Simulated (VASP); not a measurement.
# VASP 6.6.1, r²SCAN single-point calculation, NaSrCl3 (cubic perovskite)

INCAR

```
LWAVE = .FALSE.
ALGO = Normal
ISMEAR = 0
LCHARG = .FALSE.
NSW = 0
ENCUT = 520
EDIFF = 1E-7
LASPH = .TRUE.
SIGMA = 0.01
PREC = Accurate
METAGGA = R2SCAN
NELM = 120
IBRION = -1
NBANDS = 27
ISIF = 2
LREAL = .FALSE.
```

KPOINTS

```
KPOINTS created by Atomic Simulation Environment
0
Gamma
4 4 4
0 0 0
```

KPOINTS_OPT

```
special points
4
Reciprocal
0.0000000000 0.0000000000 0.0000000000 1
0.0000000000 0.5000000000 0.0000000000 1
0.5000000000 0.5000000000 0.0000000000 1
0.5000000000 0.5000000000 0.5000000000 1
```

POSCAR

```
Na Sr Cl
 1.0000000000000000
     5.6252683342671830   -0.0000000000000000    0.0000000000000000
    -0.0000000000000000    5.6252683342671830    0.0000000000000000
     0.0000000000000000    0.0000000000000000    5.6252683342671830
 Na  Sr  Cl
   1   1   3
Cartesian
 -0.0000000000000000 -0.0000000000000000 -0.0000000000000000
  2.8126341671335910  2.8126341671335910  2.8126341671335910
  2.8126341671335910  2.8126341671335910  0.0000000000000000
  2.8126341671335910 -0.0000000000000000  2.8126341671335910
 -0.0000000000000000  2.8126341671335910  2.8126341671335910
```

VASP ran with the recommended PBE PAW datasets (38 valence electrons in the cell).

Command

```
mpirun -np 1 vasp_std
```

OSZICAR

```
N       E                     dE             d eps       ncg     rms          rms(c)
DAV:   1     0.291229792592E+03    0.29123E+03   -0.17173E+04   548   0.126E+03
DAV:   2    -0.206535184851E+02   -0.31188E+03   -0.29793E+03   654   0.305E+02
DAV:   3    -0.567429339052E+02   -0.36089E+02   -0.35894E+02   781   0.104E+02
DAV:   4    -0.581121298325E+02   -0.13692E+01   -0.13622E+01   888   0.198E+01
DAV:   5    -0.581671020808E+02   -0.54972E-01   -0.54955E-01   816   0.207E+00    0.169E+01
DAV:   6    -0.482848656942E+02    0.98822E+01   -0.32360E+00   883   0.102E+01    0.103E+01
DAV:   7    -0.480853329469E+02    0.19953E+00   -0.13378E+00   677   0.516E+00    0.338E+00
DAV:   8    -0.480744033376E+02    0.10930E-01   -0.57241E-02   679   0.151E+00    0.874E-01
DAV:   9    -0.480728527912E+02    0.15505E-02   -0.32687E-02   658   0.911E-01    0.382E-01
DAV:  10    -0.480740873008E+02   -0.12345E-02   -0.41735E-03   683   0.369E-01    0.151E-01
DAV:  11    -0.480753410688E+02   -0.12538E-02   -0.41534E-03   570   0.393E-01    0.913E-02
DAV:  12    -0.480754096028E+02   -0.68534E-04   -0.27558E-04   840   0.979E-02    0.433E-02
DAV:  13    -0.480754192590E+02   -0.96563E-05   -0.11543E-05   687   0.211E-02    0.676E-03
DAV:  14    -0.480754206897E+02   -0.14307E-05   -0.87301E-07   680   0.727E-03    0.385E-03
DAV:  15    -0.480754205336E+02    0.15609E-06   -0.22444E-07   634   0.315E-03    0.118E-03
DAV:  16    -0.480754206214E+02   -0.87841E-07   -0.12323E-08   405   0.849E-04
   1 F= -.48075421E+02 E0= -.48075421E+02  d E =-.363748E-88
       N       E                     dE             ncg
DAV:   1     0.630590522360E+02   -0.30857E+04      216
DAV:   2    -0.117225828661E+04   -0.12353E+04      257
DAV:   3    -0.131091887735E+04   -0.13866E+03      320
DAV:   4    -0.131520385662E+04   -0.42850E+01      312
DAV:   5    -0.131533880636E+04   -0.13495E+00      360
DAV:   6    -0.131534094018E+04   -0.21338E-02      328
DAV:   7    -0.131534097944E+04   -0.39262E-04      336
DAV:   8    -0.131534098147E+04   -0.20352E-05      328
DAV:   9    -0.131534098150E+04   -0.31263E-07      272
```

From OUTCAR

```
k-points           NKPTS =     10   k-points in BZ     NKDIM =     10   number of bands    NBANDS=     27

   NELECT =      38.0000    total number of electrons

   dimension x,y,z NGX =    42 NGY =   42 NGZ =   42
   dimension x,y,z NGXF=    84 NGYF=   84 NGZF=   84

  energy-cutoff  :      520.00
  volume of cell :      178.00
      direct lattice vectors                 reciprocal lattice vectors
     5.625268334  0.000000000  0.000000000     0.177769297  0.000000000  0.000000000
     0.000000000  5.625268334  0.000000000     0.000000000  0.177769297  0.000000000
     0.000000000  0.000000000  5.625268334     0.000000000  0.000000000  0.177769297

 k-points in reciprocal lattice and weights: KPOINTS created by Atomic Simulation Env
   0.00000000  0.00000000  0.00000000       0.016
   0.25000000  0.00000000  0.00000000       0.094
   0.50000000  0.00000000  0.00000000       0.047
   0.25000000  0.25000000  0.00000000       0.188
   0.50000000  0.25000000  0.00000000       0.188
   0.50000000  0.50000000  0.00000000       0.047
   0.25000000  0.25000000  0.25000000       0.125
   0.50000000  0.25000000  0.25000000       0.188
   ...

 E-fermi :  -1.9686

 k-point     1 :       0.0000    0.0000    0.0000
  band No.  band energies     occupation
      1     -35.2226      2.00000
      2     -26.2040      2.00000
      3     -26.2040      2.00000
      4     -26.2040      2.00000
      5     -16.7384      2.00000
      6     -16.7384      2.00000
      7     -16.7384      2.00000
      8     -15.2491      2.00000
      9     -15.0422      2.00000
     10     -15.0422      2.00000
     11      -3.2043      2.00000
     12      -3.2043      2.00000
     13      -3.2043      2.00000
     14      -2.5308      2.00000
     15      -2.5308      2.00000
     16      -2.5308      2.00000
     17      -2.3314      2.00000
     18      -2.3314      2.00000
     19      -2.3314      2.00000
     20       2.2830      0.00000
     21       4.7138      0.00000
     22       4.7138      0.00000
     23       4.7138      0.00000
     24       6.3249      0.00000
     25       6.3249      0.00000
     26       6.9196      0.00000
     27       6.9724      0.00000

 k-point     2 :       0.2500    0.0000    0.0000
  band No.  band energies     occupation
      1     -35.2223      2.00000
      2     -26.2040      2.00000
      3     -26.2039      2.00000
      4     -26.2039      2.00000
      5     -16.9328      2.00000
      6     -16.7376      2.00000
      7     -16.7376      2.00000
      8     -15.1914      2.00000
      9     -15.0412      2.00000
     10     -14.7992      2.00000
     11      -3.3972      2.00000
     12      -3.1390      2.00000
     13      -3.1390      2.00000
     14      -2.7345      2.00000
     15      -2.6283      2.00000
     16      -2.6283      2.00000
     17      -2.5743      2.00000
     18      -2.3713      2.00000
     19      -2.3713      2.00000
     20       2.7760      0.00000
     21       4.7824      0.00000
     22       5.1629      0.00000
     23       5.1629      0.00000
     24       5.5484      0.00000
     25       6.6737      0.00000
     26       7.0818      0.00000
     27       7.0829      0.00000

 k-point     3 :       0.5000    0.0000    0.0000
  band No.  band energies     occupation
      1     -35.2220      2.00000
      2     -26.2040      2.00000
      3     -26.2040      2.00000
      4     -26.2040      2.00000
      5     -17.0852      2.00000
      6     -16.7369      2.00000
      7     -16.7369      2.00000
      8     -15.1789      2.00000
      9     -15.0402      2.00000
     10     -14.5483      2.00000
     11      -3.6857      2.00000
     12      -3.0166      2.00000
     13      -3.0166      2.00000
     14      -2.9819      2.00000
     15      -2.8034      2.00000
     16      -2.8034      2.00000
     17      -2.6168      2.00000
     18      -2.3870      2.00000
     19      -2.3870      2.00000
     20       3.6438      0.00000
     21       4.4439      0.00000
     22       4.8568      0.00000
     23       5.6615      0.00000
     24       5.6615      0.00000
     25       6.8066      0.00000
     26       7.1667      0.00000
     27       7.6852      0.00000

 k-point     4 :       0.2500    0.2500    0.0000
  band No.  band energies     occupation
      1     -35.2220      2.00000
      2     -26.2040      2.00000
      3     -26.2040      2.00000
      4     -26.2039      2.00000
      5     -16.9344      2.00000
      6     -16.9294      2.00000
      7     -16.7369      2.00000
      8     -15.1258      2.00000
      9     -14.8276      2.00000
     10     -14.7770      2.00000
     11      -3.4925      2.00000
     12      -3.2366      2.00000
     13      -3.0793      2.00000
     14      -3.0774      2.00000
     15      -2.6651      2.00000
     16      -2.6640      2.00000
     17      -2.6321      2.00000
     18      -2.4651      2.00000
     19      -2.3622      2.00000
     20       3.1762      0.00000
     21       5.1884      0.00000
     22       5.3092      0.00000
     23       5.3585      0.00000
     24       5.8607      0.00000
     25       6.1424      0.00000
     26       7.0211      0.00000
     27       7.1197      0.00000

 k-point     5 :       0.5000    0.2500    0.0000
  band No.  band energies     occupation
      1     -35.2217      2.00000
      2     -26.2040      2.00000
      3     -26.2040      2.00000
      4     -26.2039      2.00000
      5     -17.0841      2.00000
      6     -16.9309      2.00000
      7     -16.7362      2.00000
      8     -15.1164      2.00000
      9     -14.8021      2.00000
     10     -14.5474      2.00000
     11      -3.7468      2.00000
     12      -3.3282      2.00000
     13      -3.2422      2.00000
     14      -2.9556      2.00000
     15      -2.7964      2.00000
     16      -2.7889      2.00000
     17      -2.6426      2.00000
     18      -2.5206      2.00000
     19      -2.2894      2.00000
     20       3.8199      0.00000
     21       4.8980      0.00000
     22       5.3529      0.00000
     23       5.7118      0.00000
     24       5.7621      0.00000
     25       6.8793      0.00000
     26       6.9244      0.00000
     27       7.0344      0.00000

 k-point     6 :       0.5000    0.5000    0.0000
  band No.  band energies     occupation
      1     -35.2214      2.00000
      2     -26.2040      2.00000
      3     -26.2040      2.00000
      4     -26.2039      2.00000
      5     -17.0831      2.00000
      6     -17.0831      2.00000
      7     -16.7355      2.00000
      8     -15.1081      2.00000
      9     -14.5465      2.00000
     10     -14.5465      2.00000
     11      -3.9198      2.00000
     12      -3.5226      2.00000
     13      -3.4279      2.00000
     14      -2.7894      2.00000
     15      -2.7894      2.00000
     16      -2.7782      2.00000
     17      -2.7782      2.00000
     18      -2.7559      2.00000
     19      -2.1133      2.00000
     20       4.0544      0.00000
     21       5.5029      0.00000
     22       5.5029      0.00000
     23       6.0103      0.00000
     24       6.0103      0.00000
     25       6.2913      0.00000
     26       6.6604      0.00000
     27       7.3238      0.00000

 k-point     7 :       0.2500    0.2500    0.2500
  band No.  band energies     occupation
      1     -35.2217      2.00000
      2     -26.2040      2.00000
      3     -26.2040      2.00000
      4     -26.2040      2.00000
      5     -16.9358      2.00000
      6     -16.9285      2.00000
      7     -16.9285      2.00000
      8     -14.8770      2.00000
      9     -14.7761      2.00000
     10     -14.7761      2.00000
     11      -3.5804      2.00000
     12      -3.2349      2.00000
     13      -3.2349      2.00000
     14      -3.1221      2.00000
     15      -2.9988      2.00000
     16      -2.9988      2.00000
     17      -2.3900      2.00000
     18      -2.3900      2.00000
     19      -2.3283      2.00000
     20       3.4486      0.00000
     21       5.0822      0.00000
     22       5.7258      0.00000
     23       5.7258      0.00000
     24       6.2126      0.00000
     25       6.2126      0.00000
     26       6.3362      0.00000
     27       8.0440      0.00000

 ...

  Total        0.0213025      0.0213025      0.0213025      0.0000000      0.0000000     -0.0000000
  in kB        0.1917391      0.1917391      0.1917391      0.0000000      0.0000000     -0.0000000
  external PRESSURE =       0.1917391 kB  Pullay stress =       0.0000000 kB

 POSITION                                       TOTAL-FORCE (eV/Angst)
 -----------------------------------------------------------------------------------
      0.00000      0.00000      0.00000         0.000000      0.000000      0.000000
      2.81263      2.81263      2.81263         0.000000      0.000000      0.000000
      2.81263      2.81263      0.00000         0.000000      0.000000      0.000000
      2.81263      0.00000      2.81263         0.000000      0.000000      0.000000
      0.00000      2.81263      2.81263         0.000000      0.000000      0.000000
 -----------------------------------------------------------------------------------
    total drift:                                0.000000     -0.000000     -0.000000

  FREE ENERGIE OF THE ION-ELECTRON SYSTEM (eV)
  ---------------------------------------------------
  free  energy   TOTEN  =       -48.0754206214 eV

  energy  without entropy=      -48.0754206214  energy(sigma->0) =      -48.07542062
```

* gap between bands v and c: 4.39 eV
* least direct gap: 4.61 eV
* pressure: 0.0 GPa

Band v is the last that the valence electrons fill when counted band by band, and c is the next.

The run took about 2.3 min on one core of a shared host (Intel Xeon Platinum 8488C) and held 0.33 GiB at most.
